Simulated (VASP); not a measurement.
Calculation: LDA (Ceperley-Alder, Perdew-Zunger), VASP's LDA PAW potentials (set 64) (plane waves; VASP 6.6.1).

The input files of a VASP run:

File POSCAR:
```
ZrC
1
    0.0000000000     2.2466225079     2.2466225079
    2.2466225079     0.0000000000     2.2466225079
    2.2466225079     2.2466225079     0.0000000000
Zr C
1 1
Direct
  0.0000000000   0.0000000000   0.0000000000
  0.5000000000   0.5000000000   0.5000000000
```

INCAR:
```
SYSTEM = ZrC
PREC = Accurate
ENCUT = 620
EDIFF = 1E-6
NELM = 100
ALGO = Normal
LREAL = .FALSE.
LASPH = .TRUE.
ISMEAR = 1
SIGMA = 0.1
LMAXMIX = 4
LWAVE = .FALSE.
LCHARG = .FALSE.
IBRION = 2
ISIF = 3
NSW = 40
EDIFFG = -0.02
PSTRESS = 450
```

KPOINTS:
```
kpoints
0
gamma
  14 14 14
```

POTCAR, in this order: Zr_sv C (LDA.64 set). Program: vasp_std.

Energy and stress use the plane-wave basis of the starting cell.

Q: Estimate the energy per atom (σ→0), volume per atom, band gap (on the k-mesh).

A: 
```
Quantity                                                    Result
------------------------  ----------------------------------------
energy per atom (σ→0)                              -10.436 eV/atom
band gap (on the k-mesh)  none (metal, semimetal or under 0.01 eV)
volume per atom                                     10.91 Å^3/atom
```

OSZICAR:
```
...
       N       E                     dE             d eps       ncg     rms          rms(c)
DAV:   1    -0.208727951603E+02    0.99182E-02   -0.91436E-03  2516   0.118E+00    0.259E-01
DAV:   2    -0.208725889213E+02    0.20624E-03   -0.61264E-04  2584   0.322E-01    0.742E-02
DAV:   3    -0.208725433205E+02    0.45601E-04   -0.23792E-04  3472   0.143E-01    0.306E-02
DAV:   4    -0.208725487643E+02   -0.54438E-05   -0.60614E-06  2860   0.249E-02    0.158E-02
DAV:   5    -0.208725528988E+02   -0.41345E-05   -0.90103E-06  3012   0.179E-02    0.639E-03
DAV:   6    -0.208725534002E+02   -0.50141E-06   -0.33382E-07  1304   0.628E-03
   4 F= -.14744224E+02 E0= -.14744084E+02  d E =-.416711E-01
```

The compound is ZrC in the rock salt structure. This run relaxes it under an external pressure of 45 GPa. Symmetry was kept, so distortions that lower it aren't found.
